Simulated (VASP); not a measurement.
# SiC: input slips in a band-gap run and what they do, part 2 of 2

Some runs for the gap of SiC get a fault in the input on purpose. Which of them show, and how? The starting structure is a computed structure from the Materials Project. Cell and atoms stay as given unless a step says otherwise.

VASP 6.6.1.

Results so far: reference 2.167 eV; a k mesh far too coarse and no band path 4.115 eV; a wide metal-type smearing 2.172 eV.

## Step 5: Bands with one electron missing

Level of this step: LDA; plane waves and PAW (Si, C) (VASP).

A slip made on purpose: one electron missing. Against step 2 the input has NELECT = 31 (also changed: NELM).

INCAR reads:

```
SYSTEM = SiC
PREC = Accurate
ENCUT = 460
EDIFF = 1E-06
NELM = 60
ISMEAR = 0
SIGMA = 0.03
LREAL = .FALSE.
ALGO = Normal
GGA = CA
NBANDS = 36
LORBIT = 11
LWAVE = .FALSE.
LCHARG = .FALSE.
KPAR = 8
LASPH = .TRUE.
NELECT = 31
```

POSCAR reads:

```
SiC
1.0
    3.0756941497      0.0000000000      0.0000000000
   -1.5378470748      2.6636292679      0.0000000000
    0.0000000000      0.0000000000     10.0706464800
Si C
4 4
Direct
    0.0000000000      0.0000000000      0.1878943800
    0.0000000000      0.0000000000      0.6878943800
    0.3333333333      0.6666666667      0.4378419800
    0.6666666667      0.3333333333      0.9378419800
    0.0000000000      0.0000000000      0.0004600500
    0.0000000000      0.0000000000      0.5004600500
    0.3333333333      0.6666666667      0.2498025900
    0.6666666667      0.3333333333      0.7498025900
```

KPOINTS reads:

```
Automatic mesh
0
Gamma
8 8 2
0 0 0
```

KPOINTS_OPT reads:

```
Line mode
8
Line-mode
Reciprocal
  0.00000000   0.00000000   0.00000000 GAMMA
  0.50000000   0.00000000   0.00000000 M

  0.50000000   0.00000000   0.00000000 M
  0.33333333   0.33333333   0.00000000 K

  0.33333333   0.33333333   0.00000000 K
  0.00000000   0.00000000   0.00000000 GAMMA

  0.00000000   0.00000000   0.00000000 GAMMA
  0.00000000   0.00000000   0.50000000 A

  0.00000000   0.00000000   0.50000000 A
  0.50000000   0.00000000   0.50000000 L

  0.50000000   0.00000000   0.50000000 L
  0.33333333   0.33333333   0.50000000 H

  0.33333333   0.33333333   0.50000000 H
  0.00000000   0.00000000   0.50000000 A

  0.50000000   0.00000000   0.50000000 L
  0.50000000   0.00000000   0.00000000 M

  0.33333333   0.33333333   0.00000000 K
  0.33333333   0.33333333   0.50000000 H
```

PAW data sets: Si and C (LDA family, release 64).

The run is started by

```sh
$ mpirun -np 8 vasp_std
```

Output:

```text
[... set-up lines as in an earlier step ...]
 entering main loop
       N       E                     dE             d eps       ncg     rms          rms(c)
DAV:   1     0.256946397100E+02    0.25695E+02   -0.12016E+04  1440   0.690E+02
DAV:   2    -0.754813975274E+02   -0.10118E+03   -0.96147E+02  1792   0.146E+02
DAV:   3    -0.802265554298E+02   -0.47452E+01   -0.46785E+01  1808   0.265E+01
DAV:   4    -0.802663265506E+02   -0.39771E-01   -0.39740E-01  1688   0.294E+00
DAV:   5    -0.802666669871E+02   -0.34044E-03   -0.34043E-03  1772   0.261E-01BRMIX: very serious problems
 the old and the new charge density differ
 old charge density:    32.00000 new   31.00000
BRMIX: very serious problems
 the old and the new charge density differ
 old charge density:    32.00000 new   31.00000
BRMIX: very serious problems
 the old and the new charge density differ
BRMIX: very serious problems
 the old and the new charge density differ
 old charge density:    32.00000 new   31.00000
 old charge density:    32.00000 new   31.00000
BRMIX: very serious problems
 the old and the new charge density differ
[...]
DAV:  11    -0.741804262636E+02   -0.16584E-04   -0.10346E-04  1684   0.448E-02    0.262E-02
DAV:  12    -0.741804229736E+02    0.32899E-05   -0.11721E-05  1748   0.173E-02    0.555E-03
DAV:  13    -0.741804225526E+02    0.42107E-06   -0.27247E-06  1536   0.672E-03
   1 F= -.74180423E+02 E0= -.74178569E+02  d E =-.370621E-02
 Start KPOINTS_OPT (optional k-point list driver)
k-point batch [1-20\72]
       N       E                     dE             ncg
DAV:   1     0.306713686448E+04   -0.14746E+05     1440
DAV:   2     0.122666791183E+04   -0.18405E+04     1760
DAV:   3     0.114545037600E+04   -0.81218E+02     1880
DAV:   4     0.114478905367E+04   -0.66132E+00     1760
DAV:   5     0.114478343714E+04   -0.56165E-02     1796
DAV:   6     0.114478337060E+04   -0.66535E-04     1836
DAV:   7     0.114478336979E+04   -0.80945E-06     1532
[...]
k-point batch [61-72\72]
       N       E                     dE             ncg
DAV:   1     0.694112659378E+04   -0.12608E+05      864
DAV:   2     0.592534902556E+04   -0.10158E+04     1044
DAV:   3     0.588351534444E+04   -0.41834E+02     1192
DAV:   4     0.588319795653E+04   -0.31739E+00     1048
DAV:   5     0.588319528712E+04   -0.26694E-02     1072
DAV:   6     0.588319525711E+04   -0.30014E-04     1092
DAV:   7     0.588319525678E+04   -0.32713E-06      880
```

Run time: 8.4 s. Hardware: 8 MPI ranks of Intel Xeon 6975P-C (Granite Rapids), shared host; peak memory 1.7 GiB; 63 s of CPU time.

OUTCAR, selected parts (step 5):

```text
  Total      -13.1934138    -13.1934138    -13.0445534     -0.0000000      0.0000000      0.0000000
  in kB     -256.2084754   -256.2084754   -253.3176910     -0.0000000      0.0000000      0.0000000
  external PRESSURE =    -255.2448806 kB  Pullay stress =       0.0000000 kB

 POSITION                                       TOTAL-FORCE (eV/Angst)
 -----------------------------------------------------------------------------------
      0.00000      0.00000      1.89222         0.000000      0.000000     -0.011074
      0.00000      0.00000      6.92754        -0.000000      0.000000     -0.011074
     -0.00000      1.77575      4.40935         0.000000      0.000000     -0.041563
      1.53785      0.88788      9.44468        -0.000000      0.000000     -0.041563
      0.00000      0.00000      0.00463        -0.000000     -0.000000      0.006925
      0.00000      0.00000      5.03996         0.000000      0.000000      0.006925
     -0.00000      1.77575      2.51567         0.000000     -0.000000      0.045712
      1.53785      0.88788      7.55100        -0.000000      0.000000      0.045712
 -----------------------------------------------------------------------------------
    total drift:                               -0.000000     -0.000000      0.000013

  FREE ENERGIE OF THE ION-ELECTRON SYSTEM (eV)
  ---------------------------------------------------
  free  energy   TOTEN  =       -74.1804225526 eV

  energy  without entropy=      -74.1767163390  energy(sigma->0) =      -74.17856945

[... 2 parts as in an earlier step ...]

[... 1 further part left out ...]
[key lines of the parts left out:]
E-fermi :   7.1812
```

With one electron missing there is no gap to read, since by its occupations the run counts as a metal (its levels may still leave one).

## Step 6: Bands with a cutoff far too low

A slip made on purpose: a cutoff far too low. Against step 2 the input has ENCUT = 180 (also changed: NELM).

Edit INCAR of step 5 so:

```diff
@@ -2,3 +2,3 @@
 PREC = Accurate
-ENCUT = 460
+ENCUT = 180
 EDIFF = 1E-06
@@ -16,2 +16 @@
 LASPH = .TRUE.
-NELECT = 31
```

POSCAR is that of step 5.

KPOINTS is that of step 5.

KPOINTS_OPT is that of step 5.

The run is started by

```sh
$ mpirun -np 8 vasp_std
```

Output:

```text
[... set-up lines as in an earlier step ...]
 entering main loop
       N       E                     dE             d eps       ncg     rms          rms(c)
DAV:   1    -0.313735345615E+01   -0.31374E+01   -0.62485E+03  1444   0.333E+02
DAV:   2    -0.696668790744E+02   -0.66530E+02   -0.63599E+02  1808   0.101E+02
DAV:   3    -0.718066466427E+02   -0.21398E+01   -0.21229E+01  1792   0.159E+01
DAV:   4    -0.718142316042E+02   -0.75850E-02   -0.75828E-02  1688   0.109E+00
[...]
DAV:  10    -0.671099169339E+02    0.80402E-04   -0.38439E-04  1672   0.849E-02    0.438E-02
DAV:  11    -0.671099263248E+02   -0.93909E-05   -0.40035E-05  1708   0.254E-02    0.106E-02
DAV:  12    -0.671099255321E+02    0.79271E-06   -0.94390E-06  1644   0.130E-02
   1 F= -.67109926E+02 E0= -.67109926E+02  d E =-.772207E-17
 Start KPOINTS_OPT (optional k-point list driver)
k-point batch [1-20\72]
       N       E                     dE             ncg
DAV:   1     0.272477832720E+04   -0.91174E+04     1440
DAV:   2     0.142787794935E+04   -0.12969E+04     1808
DAV:   3     0.138664167480E+04   -0.41236E+02     1852
DAV:   4     0.138649530249E+04   -0.14637E+00     1768
DAV:   5     0.138649465019E+04   -0.65231E-03     1760
DAV:   6     0.138649464575E+04   -0.44393E-05     1616
DAV:   7     0.138649464564E+04   -0.10327E-06     1452
[...]
k-point batch [61-72\72]
       N       E                     dE             ncg
DAV:   1     0.515409851429E+04   -0.81721E+04      864
DAV:   2     0.441767935557E+04   -0.73642E+03     1108
DAV:   3     0.439687276191E+04   -0.20807E+02     1112
DAV:   4     0.439680503214E+04   -0.67730E-01     1040
DAV:   5     0.439680478579E+04   -0.24635E-03     1068
DAV:   6     0.439680478464E+04   -0.11497E-05      948
DAV:   7     0.439680478459E+04   -0.49980E-07      864
```

It took 3.2 s on 8 MPI ranks; peak memory 1 GiB.

OUTCAR, selected parts (step 6):

```text
  Total      -17.7598046    -17.7598046    -17.5230336     -0.0000000      0.0000000      0.0000000
  in kB     -344.8851469   -344.8851469   -340.2871902     -0.0000000      0.0000000      0.0000000
  external PRESSURE =    -343.3524947 kB  Pullay stress =       0.0000000 kB

 POSITION                                       TOTAL-FORCE (eV/Angst)
 -----------------------------------------------------------------------------------
      0.00000      0.00000      1.89222        -0.000000      0.000000     -0.009647
      0.00000      0.00000      6.92754         0.000000      0.000000     -0.009647
     -0.00000      1.77575      4.40935         0.000000     -0.000000     -0.006055
      1.53785      0.88788      9.44468        -0.000000     -0.000000     -0.006055
      0.00000      0.00000      0.00463        -0.000000      0.000000      0.018181
      0.00000      0.00000      5.03996         0.000000     -0.000000      0.018181
     -0.00000      1.77575      2.51567         0.000000     -0.000000     -0.002478
      1.53785      0.88788      7.55100        -0.000000     -0.000000     -0.002478
 -----------------------------------------------------------------------------------
    total drift:                               -0.000001     -0.000001      0.000108

  FREE ENERGIE OF THE ION-ELECTRON SYSTEM (eV)
  ---------------------------------------------------
  free  energy   TOTEN  =       -67.1099255321 eV

  energy  without entropy=      -67.1099255321  energy(sigma->0) =      -67.10992553

[... 1 part as in an earlier step ...]

[... 2 further parts left out ...]
[key lines of the parts left out:]
E-fermi :   8.6184
```

With a cutoff far too low the gap is 1.945 eV, -0.222 eV from the reference.

## Step 7: The runs compared

| run | gap (eV) | change (eV) | core minutes |
| --- | --- | --- | --- |
| reference | 2.167 | - | 1.12 |
| a k mesh far too coarse and no band path | 4.115 | 1.948 | 0.133 |
| a wide metal-type smearing | 2.172 | 0.005 | 1.12 |
| one electron missing | none | - | 1.12 |
| a cutoff far too low | 1.945 | -0.222 | 0.427 |

Core minutes are wall time times ranks of the run shown, on a shared host.

## Step 8: Summary of results

* reference gap: 2.167 eV
* gap with a k mesh far too coarse and no band path: 4.115 eV
* gap with a wide metal-type smearing: 2.172 eV
* gap with one electron missing: none to read from the occupations
* gap with a cutoff far too low: 1.945 eV

In words: Finished, but with signs in the output that stand out against the reference: a k mesh far too coarse and no band path, with the gap changed by +1.95 eV (signs: a stress of up to 22.4 GPa and forces of up to 2.04 eV/Å); a wide metal-type smearing, with the gap changed by less than 0.01 eV (signs: a large entropy term in the energy); one electron missing, with no gap to read, since by its occupations the run counts as a metal (its levels may still leave one) (signs: a warning on the charge density, a stress of up to 25.6 GPa and forces of up to 0.05 eV/Å); a cutoff far too low, with the gap changed by -0.22 eV (signs: a stress of up to 34.5 GPa). Further runs on this material are not shown.

[Lines on the potential files, build, host, timing and source positions are cut from VASP's logs without a mark.]

[Logs are printed without paths, hosts, clocks, repeated set-up lines and the standing remarks that a program may print on its own settings, such as how far it seeks lower states.]

[Hosts, paths, dates, database ids (printed as entryN), source tags and the programs' standing remarks are cut or masked in the printed files.]
